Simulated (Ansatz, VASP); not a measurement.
CsTlH2 in VASP and in Ansatz

```
Cs Tl H
1.0
     4.81791    0.00000    0.00000
     0.00000    4.81791    0.00000
     0.00000    0.00000    3.96131
Cs Tl H
1 1 2
Direct
  0.50000 0.50000 0.50000
  0.00000 0.00000 0.00000
  0.50000 0.00000 0.00000
  0.00000 0.50000 0.00000
```

Alike in both runs: functional PBE; k mesh 10 × 10 × 12; occupations gaussian, width 0.1 eV; no spin polarisation.

Ansatz relaxed the structure, and its values are those at the end. VASP's run is a single point on that final structure, the one shown.

```csv
,VASP,Ansatz
version,VASP 6.6.1,Ansatz 0.2.0
potentials or method,"VASP PAW PBE potentials, release 64 (Cs_sv, Tl_d, H)","scalar-relativistic, plane waves, PAW"
plane-wave cutoff (eV),520,420
valence electrons in the cell,24,24
```

|  | VASP | Ansatz | Ansatz less VASP |
| --- | --- | --- | --- |
| gap on the k mesh at the Fermi level (eV) | none | none | - |
| pressure (GPa) | 0.0 | 0.0 | 0.00 |

A gap of «none» marks a metal or a gap that the smearing closes. With one functional, cell and mesh, what is left measures potentials, basis and numerics.

The runs have no spin-orbit coupling, so splittings on Cs, Tl are missing.
